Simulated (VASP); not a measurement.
# A VASP study of CsNaBr2 (PBE + TS): structure first, properties next, part 3 of 6

What structure does CsNaBr2 take at this level, and what are its properties? The cell is invented: it takes the structure of a Materials Project entry for NaCl (space group 225 there), with some of its atoms replaced by other elements, volume scaled by an estimate. It may not be a known or stable phase.

VASP 6.6.1, plane waves and PAW; the level of theory is named at each step.

Still holding for the runs below: Plain TS starts from free neutral atoms, whose polarisability is far too large for alkali and alkaline-earth ions, so it can overbind such cells badly.

So far, gap on the k-mesh (eV): step 2 (rough relaxation of the start cell) 3.93; step 3 (relaxing cell and atoms (PBE + TS)) 3.90. The relaxed cell has a = 3.952, c = 23.694 Å (conventional setting).

The structure was built from a prototype and need not be the compound's stable phase.

**4. Density, ELF and potential (PBE + TS)**

Level of this step: PBE with TS; plane waves and PAW (Cs_sv, Br, Na_pv); invented cell (VASP).

A single point on the relaxed cell gives a clean self-consistent state, with density, ELF and potential written out.

Input file INCAR:

```
SYSTEM = CsNaBr2
PREC = Accurate
ENCUT = 400
EDIFF = 1E-06
NELM = 100
ISMEAR = -1
SIGMA = 0.05
LREAL = .FALSE.
ALGO = Normal
GGA = PE
IVDW = 20
NBANDS = 21
LORBIT = 11
LWAVE = .FALSE.
LCHARG = .TRUE.
ISIF = 2
LELF = .TRUE.
LVHAR = .TRUE.
```

Input file POSCAR:

```
CsNaBr2
1.0
    1.9760276236      1.1408600559      7.8978371254
   -1.9760276236      1.1408600559      7.8978371254
    0.0000000000     -2.2817201118      7.8978371254
Cs Br Na
1 2 1
Direct
    0.0000000000      0.0000000000      0.0000000000
    0.7679599388      0.7679599388      0.7679599388
    0.2320400612      0.2320400612      0.2320400612
    0.5000000000      0.5000000000      0.5000000000
```

Input file KPOINTS:

```
Automatic mesh
0
Gamma
8 8 8
0 0 0
```

PAW data sets: Cs_sv, Br and Na_pv (PBE family, release 64).

Launch:

```
> mpirun -np 2 vasp_std
```

Numbers of over 12 decimals in the logs are rounded to 6 here.

The program printed:

```text
[banner, memory and clock lines left out]
running    2 mpi-ranks, on    1 nodes
 distrk:  each k-point on    2 cores,    1 groups
 distr:  one band on    1 cores,    2 groups

 POSCAR found type information on POSCAR CsBrNa
 POSCAR found :  3 types and       4 ions
 LDA part: xc-table for (Slater+PW92), standard interpolation
|                                                                             |
|           W    W    AA    RRRRR   N    N  II  N    N   GGGG   !!!           |
|           W    W   A  A   R    R  NN   N  II  NN   N  G    G  !!!           |
|           W    W  A    A  R    R  N N  N  II  N N  N  G       !!!           |
|           W WW W  AAAAAA  RRRRR   N  N N  II  N  N N  G  GGG   !            |
|           WW  WW  A    A  R   R   N   NN  II  N   NN  G    G                |
|           W    W  A    A  R    R  N    N  II  N    N   GGGG   !!!           |
|                                                                             |
|     The number of bands has been changed from the values supplied in        |
|     The orbitals not found in the WAVECAR file will be initialized with     |
|     random numbers, which is usually adequate. For correlated               |
|     calculations, however, you should redo the groundstate calculation.     |
|     I found NBANDS = 21. Now, NBANDS = 22.                                  |
|                                                                             |

 POSCAR, INCAR and KPOINTS ok, starting setup
 FFT: planning ... GRIDC
 FFT: planning ... GRID_SOFT
 FFT: planning ... GRID
 WAVECAR not read
 entering main loop
       N       E                     dE             d eps       ncg     rms          rms(c)
DAV:   1     0.220218123043E+03    0.22022E+03   -0.12155E+04  2860   0.107E+03
DAV:   2     0.716034737688E+01   -0.21306E+03   -0.20048E+03  3552   0.261E+02
DAV:   3    -0.110395954608E+02   -0.18200E+02   -0.18106E+02  3502   0.824E+01
DAV:   4    -0.113828217465E+02   -0.34323E+00   -0.34273E+00  3590   0.128E+01
DAV:   5    -0.113887427460E+02   -0.59210E-02   -0.59205E-02  3476   0.163E+00    0.301E+00
DAV:   6    -0.110539385114E+02    0.33480E+00   -0.48026E-01  3536   0.343E+00    0.180E+00
DAV:   7    -0.110014605261E+02    0.52478E-01   -0.33367E-01  3710   0.270E+00    0.931E-01
DAV:   8    -0.110077353296E+02   -0.62748E-02   -0.30085E-02  3396   0.102E+00    0.152E-01
DAV:   9    -0.110076226841E+02    0.11265E-03   -0.15013E-03  3800   0.231E-01    0.907E-02
DAV:  10    -0.110079561036E+02   -0.33342E-03   -0.57265E-04  3148   0.148E-01    0.219E-02
DAV:  11    -0.110079688602E+02   -0.12757E-04   -0.42633E-05  3568   0.443E-02    0.880E-03
DAV:  12    -0.110079710897E+02   -0.22295E-05   -0.48664E-06  3238   0.153E-02    0.226E-03
DAV:  13    -0.110079712890E+02   -0.19931E-06   -0.70289E-07  3078   0.458E-03
 augmentation electrons   30.119690
 total        electrons   30.119690
 augmentation electrons   270.874853492701
 total        electrons   270.874853492701
 augmentation electrons -0.262767
 soft         electrons   30.382457
 total        electrons   30.119689
 translations:           2           2           2
   1 F= -.16242826E+02 E0= -.16242826E+02  d E =-.435214E-10
```

The job ended after 1.7 min (2 MPI ranks of Intel Xeon 6975P-C (Granite Rapids), shared host; peak memory 0.63 GiB; 3.4 min of CPU time).

OUTCAR, selected parts (step 4):

```text
  LATTYP: Found a trigonal (rhomboedric) cell.
 ALAT       =     8.2208319589
 COS(alpha) =     0.8844461349

The static configuration has the point symmetry D_3d.

 Found     65 irreducible k-points:

   k-points           NKPTS =     65   k-points in BZ     NKDIM =     65   number of bands    NBANDS=     22

   ENCUT  =  400.0 eV  29.40 Ry    5.42 a.u.  13.41 13.41 13.41*2*pi/ulx,y,z

   NELECT =      30.0000    total number of electrons

 E-fermi :   2.1425

 k-point     1 :       0.0000    0.0000    0.0000
  band No.  band energies     occupation
    ...
     11       0.6911      2.00000
     12       0.6911      2.00000
     13       0.9555      2.00000
     14       1.0818      2.00000
     15       1.0818      2.00000
     16       5.1688      0.00000
     17       6.7574      0.00000
     18       7.7998      0.00000
     19       7.7998      0.00000
     20       7.8620      0.00000
    ...

 k-point     2 :       0.1250   -0.0000    0.0000
  band No.  band energies     occupation
    ...
     11       0.4327      2.00000
     12       0.6204      2.00000
     13       0.6333      2.00000
     14       0.8401      2.00000
     15       1.0251      2.00000
     16       5.6220      0.00000
     17       7.1886      0.00000
     18       7.3791      0.00000
     19       8.1820      0.00000
     20       8.4614      0.00000
    ...

  Hirshfeld charges:
            ion         q(e)
   ------------------------------
      1     Cs       0.22802432
      2     Br      -0.18524445
      3     Br      -0.18524445
      4     Na       0.14246459

  Edisp (eV):   -5.23485

  Total      -0.01826    -0.01826    -0.01389     0.00000    -0.00000     0.00000
  in kB      -0.27385    -0.27385    -0.20826     0.00000    -0.00000     0.00000
  external pressure =       -0.25 kB  Pullay stress =        0.00 kB

 POSITION                                       TOTAL-FORCE (eV/Angst)
 -----------------------------------------------------------------------------------
      0.00000      0.00000      0.00000        -0.000000      0.000000     -0.000000
      0.00000      0.00000     18.19567        -0.000000      0.000000     -0.000898
      0.00000      0.00000      5.49784        -0.000000     -0.000000      0.000898
      0.00000      0.00000     11.84676         0.000000      0.000000     -0.000000
 -----------------------------------------------------------------------------------
    total drift:                                0.000000     -0.000000      0.000000

  FREE ENERGIE OF THE ION-ELECTRON SYSTEM (eV)
  ---------------------------------------------------
  free  energy   TOTEN  =       -16.2428262307 eV

  energy  without entropy=      -16.2428262307  energy(sigma->0) =      -16.24282623

 total charge
# of ion       s       p       d       tot
------------------------------------------
    1        1.851   4.713   0.069   6.633
    2        1.605   3.355   0.006   4.966
    3        1.605   3.355   0.006   4.966
    4        0.064   6.001   0.000   6.065
--------------------------------------------------
tot          5.125  17.424   0.081  22.630

[... 5 parts as in an earlier step ...]

[... 6 further parts left out ...]
```

Numbers from this step:

| Item | Value |
| --- | --- |
| SCF cycles | 13 |
| bands | 22 |
| Fermi energy | 2.143 eV |
| pressure | -0.02520 GPa |

Valence electrons inside each PAW sphere by angular momentum. Sphere charges, by row:

```tsv
atom	s (e)	p (e)	d (e)	tot (e)
Cs1	1.851	4.713	0.069	6.633
Br2	1.605	3.355	0.006	4.966
Br3	1.605	3.355	0.006	4.966
Na4	0.064	6.001	0	6.065
```

Electrostatic potential energy in the ac plane of the cell as run, not the conventional one, at fractional y = 0.000, with atoms of Cs within 0.2 Å of it. With pseudopotentials it is smooth inside the atoms' cores, unlike the true potential.

Values in eV, 12 rows by 16 columns, each cell a mean:
```
-27 -27 -19  -4   3   4   3   3   4   4   4   5   4   2  -5 -20
-14 -24 -26 -17  -4   2   2   0   0   2   4   5   5   5   3  -2
  1  -6 -15 -18 -12  -2   2   1  -6  -9  -1   3   4   5   5   4
  4   3   0  -5  -7  -4   0   2   0 -14 -21  -5   2   4   5   5
  4   3   2   2   1  -1   0   1   3   1 -11 -21  -7   2   4   4
  4   2  -1  -1   1   2   2   1   2   2   2  -3  -8  -2   2   4
  4   4   1  -7 -12  -2   2   2   1   1   1   2   1   0   1   4
  4   4   4   0 -13 -23  -7   2   2   0  -2  -2   0   2   3   4
  4   5   5   4   1  -9 -19  -8   1   2  -2  -8 -10  -6   0   3
  2   4   5   5   4   3  -2  -6  -2   2   1  -6 -17 -21 -15  -5
-11   0   4   5   5   4   4   2   1   2   3   1  -8 -22 -27 -24
-27 -17  -2   3   4   4   4   4   4   4   4   4   2  -8 -23 -28
```
Columns run along a (8.2 Å; values clipped at the 3rd and 97th percentile), rows up along c (8.2 Å). Atoms in or near the plane, at fractional coordinates: Cs at (0.00, 0.00).

Valence density in the ac plane of the cell as run, not the conventional one, at fractional y = 0.000, with atoms of Cs within 0.2 Å of it. It is the smooth field of the valence electrons, not physical close to the nuclei.

Values in e/Å³, 12 rows by 16 columns, each cell a mean:
```
 0.0  0.3  0.9  0.3  0.1  0.1  0.2  0.2  0.1  0.1  0.1  0.1  0.0  0.1  0.4  0.9
 0.8  0.9  1.1  0.9  0.3  0.1  0.2  0.4  0.4  0.2  0.1  0.0  0.0  0.0  0.0  0.2
 0.1  0.4  0.8  1.0  0.6  0.2  0.1  0.3  0.7  0.7  0.4  0.1  0.0  0.0  0.0  0.0
 0.1  0.1  0.2  0.3  0.4  0.3  0.1  0.1  0.4  0.8  0.9  0.6  0.2  0.1  0.0  0.1
 0.1  0.2  0.2  0.1  0.1  0.1  0.1  0.1  0.1  0.3  0.7  0.9  0.6  0.2  0.1  0.1
 0.1  0.2  0.4  0.4  0.2  0.1  0.1  0.0  0.0  0.1  0.2  0.5  0.7  0.5  0.2  0.1
 0.1  0.1  0.3  0.7  0.8  0.5  0.2  0.1  0.0  0.1  0.1  0.1  0.3  0.4  0.3  0.1
 0.1  0.0  0.1  0.3  0.8  1.0  0.6  0.2  0.1  0.1  0.2  0.2  0.1  0.1  0.2  0.1
 0.1  0.0  0.0  0.1  0.3  0.7  0.9  0.7  0.3  0.1  0.2  0.5  0.6  0.4  0.2  0.1
 0.1  0.0  0.0  0.0  0.0  0.2  0.4  0.6  0.5  0.2  0.1  0.4  0.9  1.1  0.8  0.3
 0.6  0.2  0.0  0.0  0.0  0.0  0.1  0.2  0.3  0.3  0.1  0.1  0.5  1.1  0.7  0.8
 0.2  0.8  0.2  0.1  0.1  0.1  0.1  0.1  0.1  0.1  0.1  0.1  0.1  0.5  0.9 -0.3
```
Columns run along a (8.2 Å), rows up along c (8.2 Å). Atoms in or near the plane, at fractional coordinates: Cs at (0.00, 0.00).

ELF in the ac plane of the cell as run, not the conventional one, at fractional y = 0.000, with atoms of Cs within 0.2 Å of it. It is the smooth field of the valence electrons, not physical close to the nuclei.

Ten even steps from '0' (0.02) to '9' (0.90), each cell a mean:
```
44896114665200232101798
86799502688741001000279
99889931478985200000016
59999972168998730000001
04899995127999974000000
10269998314899998400011
32114788611589999840013
56521256630169999973003
57874112320027999997301
37898631000002689999620
04899985100000158999851
01589998620000013799974
20269999973001110258886
41037999997201453113676
42003799999611478631135
21000489999851279985201
00000047999983148999730
10000003799997216999985
61000000268998512899999
97200000014788730499879
89720012100367751059954
38971014431014553016984
```
Columns run along a (8.2 Å), rows up along c (8.2 Å). Atoms in or near the plane, at fractional coordinates: Cs at (0.00, 0.00).

In this run the pressure is -0.03 GPa, small enough to go on; single stress components reach 0.03 GPa.

**5. Bands along the symmetry lines (PBE + TS)**

Levels along the symmetry lines show where the bands peak and cross; KPOINTS_OPT computes them in the converged potential.

Input file INCAR:

```
SYSTEM = CsNaBr2
PREC = Accurate
ENCUT = 400
EDIFF = 1E-06
NELM = 100
ISMEAR = -1
SIGMA = 0.05
LREAL = .FALSE.
ALGO = Normal
GGA = PE
IVDW = 20
NBANDS = 29
LORBIT = 11
LWAVE = .FALSE.
LCHARG = .FALSE.
KPAR = 2
```

POSCAR is that of step 4.

KPOINTS is that of step 4.

Input file KPOINTS_OPT:

```
Line mode
16
Line-mode
Reciprocal
  0.00000000   0.00000000   0.00000000 GAMMA
  0.50000000   0.00000000   0.00000000 L

  0.50000000   0.00000000   0.00000000 L
  0.50000000   0.18057763  -0.18057763 B1

  0.81942237   0.50000000   0.18057763 B
  0.50000000   0.50000000   0.50000000 Z

  0.50000000   0.50000000   0.50000000 Z
  0.00000000   0.00000000   0.00000000 GAMMA

  0.00000000   0.00000000   0.00000000 GAMMA
  0.34028881   0.00000000  -0.34028881 X

  0.65971119   0.34028881   0.00000000 Q
  0.50000000   0.50000000   0.00000000 F

  0.50000000   0.50000000   0.00000000 F
  0.65971119   0.65971119   0.18057763 P1

  0.65971119   0.65971119   0.18057763 P1
  0.50000000   0.50000000   0.50000000 Z

  0.50000000   0.00000000   0.00000000 L
  0.81942237   0.34028881   0.34028881 P
```

Launch:

```
> mpirun -np 2 vasp_std
```

The program printed:

```text
[... set-up lines as in an earlier step ...]
 entering main loop
       N       E                     dE             d eps       ncg     rms          rms(c)
DAV:   1     0.212045804469E+03    0.21205E+03   -0.11389E+04  3770   0.811E+02
DAV:   2     0.886586575550E+01   -0.20318E+03   -0.18573E+03  4325   0.212E+02
DAV:   3    -0.110388745184E+02   -0.19905E+02   -0.19725E+02  4818   0.726E+01
DAV:   4    -0.113844928011E+02   -0.34562E+00   -0.34516E+00  4444   0.104E+01
DAV:   5    -0.113887863113E+02   -0.42935E-02   -0.42930E-02  4662   0.120E+00    0.301E+00
DAV:   6    -0.110537967993E+02    0.33499E+00   -0.31968E-01  4637   0.259E+00    0.176E+00
DAV:   7    -0.110015151125E+02    0.52282E-01   -0.26156E-01  4807   0.206E+00    0.928E-01
DAV:   8    -0.110083767946E+02   -0.68617E-02   -0.28570E-02  4269   0.811E-01    0.197E-01
DAV:   9    -0.110077055068E+02    0.67129E-03   -0.14963E-03  4846   0.228E-01    0.947E-02
DAV:  10    -0.110079786167E+02   -0.27311E-03   -0.73271E-04  4265   0.125E-01    0.546E-02
DAV:  11    -0.110079693273E+02    0.92894E-05   -0.75327E-05  4567   0.483E-02    0.902E-03
DAV:  12    -0.110079710036E+02   -0.16763E-05   -0.70075E-06  4335   0.147E-02    0.316E-03
DAV:  13    -0.110079712751E+02   -0.27152E-06   -0.69034E-07  3940   0.461E-03
 augmentation electrons   30.119690
 total        electrons   30.119690
 augmentation electrons   270.874853492701
 total        electrons   270.874853492701
 augmentation electrons -0.262762
 soft         electrons   30.382451
 total        electrons   30.119689
 translations:           2           2           2
   1 F= -.16242830E+02 E0= -.16242830E+02  d E =-.396109E-10
 Start KPOINTS_OPT (optional k-point list driver)
k-point batch [1-65\144]
       N       E                     dE             ncg
DAV:   1    -0.959464799625E+03   -0.31677E+05     3770
DAV:   2    -0.141727745803E+05   -0.13213E+05     4189
DAV:   3    -0.155436818800E+05   -0.13709E+04     4804
DAV:   4    -0.155694494245E+05   -0.25768E+02     4509
DAV:   5    -0.155697564127E+05   -0.30699E+00     4551
DAV:   6    -0.155697630229E+05   -0.66102E-02     4624
DAV:   7    -0.155697632199E+05   -0.19697E-03     4639
DAV:   8    -0.155697632263E+05   -0.63399E-05     4014
DAV:   9    -0.155697632268E+05   -0.50328E-06     2717
[...]
k-point batch [131-144\144]
       N       E                     dE             ncg
DAV:   1     0.359527834988E+05   -0.12152E+05      812
DAV:   2     0.332410867817E+05   -0.27117E+04      921
DAV:   3     0.329749479931E+05   -0.26614E+03     1032
DAV:   4     0.329703718013E+05   -0.45762E+01      971
DAV:   5     0.329703169118E+05   -0.54890E-01     1041
DAV:   6     0.329703157777E+05   -0.11341E-02      992
DAV:   7     0.329703157460E+05   -0.31697E-04     1089
DAV:   8     0.329703157451E+05   -0.91640E-06      803
```

Wall time 5.3 min (2 MPI ranks); peak memory 1 GiB.

From OUTCAR (step 5):

```text
   k-points           NKPTS =     65   k-points in BZ     NKDIM =     65   number of bands    NBANDS=     29

   NELECT =      30.0000    total number of electrons

 E-fermi :   2.1474

 k-point     1 :       0.0000    0.0000    0.0000
  band No.  band energies     occupation
    ...
     11       0.6910      2.00000
     12       0.6910      2.00000
     13       0.9555      2.00000
     14       1.0817      2.00000
     15       1.0817      2.00000
     16       5.1687      0.00000
     17       6.7573      0.00000
     18       7.7999      0.00000
     19       7.7999      0.00000
     20       7.8619      0.00000
    ...

  Hirshfeld charges:
            ion         q(e)
   ------------------------------
      1     Cs       0.22803500
      2     Br      -0.18524722
      3     Br      -0.18524722
      4     Na       0.14245945

  Edisp (eV):   -5.23486

  Total      -0.01636    -0.01636    -0.01225     0.00000     0.00000     0.00000
  in kB      -0.24531    -0.24531    -0.18374     0.00000     0.00000     0.00000
  external pressure =       -0.22 kB  Pullay stress =        0.00 kB

 POSITION                                       TOTAL-FORCE (eV/Angst)
 -----------------------------------------------------------------------------------
      0.00000      0.00000      0.00000         0.000000      0.000000      0.000000
      0.00000      0.00000     18.19567         0.000000      0.000000     -0.000876
      0.00000      0.00000      5.49784         0.000000     -0.000000      0.000876
      0.00000      0.00000     11.84676         0.000000      0.000000      0.000000
 -----------------------------------------------------------------------------------
    total drift:                                0.000000     -0.000000      0.000000

  FREE ENERGIE OF THE ION-ELECTRON SYSTEM (eV)
  ---------------------------------------------------
  free  energy   TOTEN  =       -16.2428299447 eV

  energy  without entropy=      -16.2428299447  energy(sigma->0) =      -16.24282994

[... 10 parts as in an earlier step ...]

[... 7 further parts left out ...]
```

Spin-orbit coupling is off here; it can split and shift levels that hold much weight on Cs by tenths of an eV or more.

This step gave:

- bands: 29
- Fermi energy: 2.147 eV
- pressure: -0.02248 GPa
- least gap on mesh and path: 3.904 eV
- least direct gap on mesh and path: 4.087 eV

Electronic bands along the path, in eV, zero at the valence-band top; v1 is the highest filled band, c1 the lowest empty one:

```tsv
point	v4	v3	v2	v1	c1	c2	c3	c4
Γ	-0.39	-0.13	0.00	0.00	4.09	5.68	6.72	6.72
0.47 of the way	-1.01	-0.61	-0.48	-0.16	4.85	6.14	6.98	7.91
L	-1.41	-0.89	-0.43	-0.32	4.16	6.30	7.14	8.11
0.47 of the way	-1.18	-1.06	-0.78	-0.53	4.96	6.82	7.13	8.07
B1	-1.55	-1.48	-0.69	-0.59	6.09	6.65	7.31	7.77
jump to B	-1.55	-1.48	-0.69	-0.59	6.09	6.65	7.31	7.77
0.47 of the way	-1.03	-0.72	-0.37	-0.27	5.36	5.65	6.86	7.87
Z	-0.26	-0.26	-0.15	-0.15	4.44	6.22	6.61	6.85
0.47 of the way	-0.34	-0.34	-0.06	-0.06	4.31	5.83	6.79	6.79
Γ	-0.39	-0.13	0.00	0.00	4.09	5.68	6.72	6.72
0.47 of the way	-1.09	-0.73	-0.66	-0.37	5.54	5.66	7.35	7.93
X	-1.64	-1.32	-0.81	-0.55	6.16	6.61	7.33	7.73
jump to Q	-1.64	-1.32	-0.81	-0.55	6.16	6.61	7.33	7.73
0.47 of the way	-1.46	-1.24	-0.80	-0.40	4.75	7.48	7.49	7.69
F	-1.25	-0.71	-0.64	-0.59	3.90	6.89	7.32	7.76
0.47 of the way	-1.19	-0.71	-0.69	-0.54	3.92	6.91	7.19	7.83
P1	-1.11	-0.75	-0.66	-0.47	3.96	6.82	7.10	7.87
0.47 of the way	-0.57	-0.53	-0.48	-0.31	4.65	6.51	6.72	7.48
Z	-0.26	-0.26	-0.15	-0.15	4.44	6.22	6.61	6.85
jump to L	-1.41	-0.89	-0.43	-0.32	4.16	6.30	7.14	8.11
0.47 of the way	-1.26	-0.86	-0.51	-0.35	4.09	6.42	7.26	7.77
P	-1.11	-0.75	-0.66	-0.47	3.96	6.82	7.10	7.87
```

Of the projections kept (Cs, Br, Na), the largest for each band there, as a share of the weight inside these atoms' spheres; weight between the spheres isn't counted:

```tsv
point	v4	v3	v2	v1	c1	c2	c3	c4
Γ	Br 0.99	Br 0.88	Br 0.98	Br 0.98	Cs 0.71	Br 0.48	Cs 0.89	Cs 0.89
L	Br 0.94	Br 0.97	Br 0.92	Br 0.97	Cs 0.81	Cs 0.54	Br 0.81	Cs 0.54
B1	Br 0.87	Br 0.95	Br 0.92	Br 0.90	Cs 0.80	Cs 0.80	Cs 0.56	Cs 0.57
B	Br 0.87	Br 0.95	Br 0.92	Br 0.90	Cs 0.80	Cs 0.80	Cs 0.56	Cs 0.57
Z	Br 0.99	Br 0.99	Br 0.98	Br 0.98	Cs 0.70	Br 0.68	Br 0.54	Cs 0.89
Γ	Br 0.99	Br 0.88	Br 0.98	Br 0.98	Cs 0.71	Br 0.48	Cs 0.89	Cs 0.89
```

The path finds the gap of the mesh within 0.02 eV, so the mesh comes close to both band edges.

(Part 3 of 6 ends here.)

[Lines on the potential files, build, host, timing and source positions are cut from VASP's logs without a mark.]

[Logs are printed without paths, hosts, clocks, repeated set-up lines and the standing remarks that a program may print on its own settings, such as how far it seeks lower states.]

[Hosts, paths, dates, database ids (printed as entryN), source tags and the programs' standing remarks are cut or masked in the printed files.]

[A measured line is paired with the nearest computed mode of its activity, which favours agreement.]

[In band tables of VASP the shares of atoms and orbitals are scaled to a sum of 1 inside the atoms' spheres.]
